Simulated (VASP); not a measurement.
Input:

```
K2S
1.0
    0.00000     3.75740     3.75740
    3.75740     0.00000     3.75740
    3.75740     3.75740     0.00000
K S
2 1
Direct
  0.25000   0.25000   0.25000
  0.75000   0.75000   0.75000
  0.00000   0.00000   0.00000
```

Method: optB88-vdW, VASP's PBE PAW potentials (set 64) (plane waves; VASP). Settings: 520 eV cut-off, 5×5×5 Γ-centred mesh, Gaussian smearing of 0.050 eV, potentials K_sv S.

### Question
Estimate the energy per atom (σ→0), pressure.

### Answer

```json
{
  "energy per atom (σ→0)": "-1.244 eV/atom",
  "pressure": "-1.07 GPa"
}
```

Only differences to runs with the same potentials and settings are physical.

The compound is K2S in the antifluorite structure. This cell is one point of a volume scan, at 1.06 of the reference volume.
